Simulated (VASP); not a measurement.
Data:

```yaml
crystal:
  lattice:
    - [-1.97826, 1.97826, 1.97826]
    - [1.97826, -1.97826, 1.97826]
    - [1.97826, 1.97826, -1.97826]
  atoms:
    - { symbol: Pb, position: [0.00000, 0.00000, 0.00000] }
```

Method: r2SCAN meta-GGA with spin-orbit coupling, VASP's PBE PAW potentials (set 64) (plane waves; VASP). Numerical set-up: 400 eV cut-off, 12×12×12 Γ-centred mesh, Gaussian smearing of 0.050 eV, potentials Pb_d.

### Question
What does the run give for the energy per atom (σ→0), band gap (over mesh and band path) with the smallest direct gap where there is one?

### Answer

| Property | Value |
|---|---|
| band gap (over mesh and band path) | none (metal, semimetal or under 0.01 eV) |
| energy per atom (σ→0) | -56.778 eV/atom |

Only differences to runs with the same potentials and settings are physical.

The structure was generated: Pb was put into the bcc type (Im-3m), which need not be its known phase. It was relaxed first.
